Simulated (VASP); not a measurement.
Data:

```xyz
4
Lattice="3.5367 0.0000 0.0000 0.0000 3.5367 0.0000 0.0000 0.0000 3.5367" Properties=species:S:1:pos:R:3 pbc="T T T"
Fe     0.0000     0.0000     0.0000
Ni     0.0000     1.7684     1.7684
Ni     1.7684     0.0000     1.7684
Ni     1.7684     1.7684     0.0000
```
Starting moments (μB, in the order of the record's atoms Fe Ni Ni Ni): 3.0 0.7 0.7 0.7.

Calculation: revPBE GGA, VASP's PBE PAW potentials (set 64) (plane waves; VASP 6.6.1). Numerical set-up: 520 eV cut-off, 9×9×9 Γ-centred mesh, first-order Methfessel-Paxton smearing of 0.10 eV, potentials Fe Ni.

### Question
Give the stress tensor in GPa (positive for a compressed cell).

### Answer

```
5.35  0.00  0.00
0.00  5.35  0.00
0.00  0.00  5.35
```
The pressure is its mean diagonal, 5.35 GPa.

The compound is Ni3Fe in the L1_2 structure. This cell is one point of a volume scan, at 0.97 of the reference volume.
